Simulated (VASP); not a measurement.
VASP input:

### KPOINTS
```
Automatic mesh
0
Gamma
8 8 2
0 0 0
```

POSCAR:
```
WSe2
1.0
  1.5851223535  -2.7455118217   0.0000000000
  1.5851223535   2.7455118217   0.0000000000
  0.0000000000   0.0000000000  11.9734547735
W Se
2 4
Cartesian
  1.5851223535   0.9151724376   2.9933636934
  1.5851223535  -0.9151724376   8.9800910801
  1.5851223535   0.9151724376  10.6635498915
  1.5851223535  -0.9151724376   4.6768225047
  1.5851223535  -0.9151724376   1.3099048820
  1.5851223535   0.9151724376   7.2966322688
```

### INCAR
```
SYSTEM = WSe2
PREC = Accurate
ENCUT = 500
EDIFF = 1E-6
NELM = 100
ALGO = Normal
LREAL = .FALSE.
LASPH = .TRUE.
ISMEAR = 0
SIGMA = 0.05
LMAXMIX = 6
LWAVE = .FALSE.
LCHARG = .FALSE.
IBRION = 2
ISIF = 3
NSW = 40
EDIFFG = -0.02
PSTRESS = 200
```

POTCAR, in this order: W_sv Se (LDA.64 set). Program: vasp_std.

Problem. Translate this LDA calculation to Quantum ESPRESSO's pw.x.

Solution. One equivalent input (not run):
```
&CONTROL
  calculation = 'vc-relax'
  pseudo_dir = './pseudo'
  outdir = './out'
  tprnfor = .true.
  tstress = .true.
  nstep = 40
  forc_conv_thr = 0.00078
/
&SYSTEM
  ibrav = 0
  nat = 6
  ntyp = 2
  ecutwfc = 86
  occupations = 'smearing'
  smearing = 'gaussian'
  degauss = 0.003675
  input_dft = 'pz'
/
&ELECTRONS
  conv_thr = 7.3e-08
  electron_maxstep = 100
/
&IONS
/
&CELL
  press = 200
/
ATOMIC_SPECIES
  W 183.840 W.upf
  Se 78.971 Se.upf
CELL_PARAMETERS angstrom
     1.5851224   -2.7455118    0.0000000
     1.5851224    2.7455118    0.0000000
     0.0000000    0.0000000   11.9734548
ATOMIC_POSITIONS crystal
  W    0.3333330  0.6666670  0.2500000
  W    0.6666670  0.3333330  0.7500000
  Se   0.3333330  0.6666670  0.8905993
  Se   0.6666670  0.3333330  0.3905993
  Se   0.6666670  0.3333330  0.1094007
  Se   0.3333330  0.6666670  0.6094007
K_POINTS automatic
  8 8 2 0 0 0
```
What does not carry over: the potentials are each code's own (VASP's PAW set, PseudoDojo norm-conserving files in pw.x), so ENCUT and ecutwfc are chosen apart and not converted; conv_thr bounds pw.x's estimated SCF error, while EDIFF bounds the energy change between steps; forc_conv_thr acts on force components and is met together with etot_conv_thr.

The compound is WSe2 in the 2H layered structure. This run relaxes it under an external pressure of 20 GPa. Symmetry was kept, so distortions that lower it aren't found.
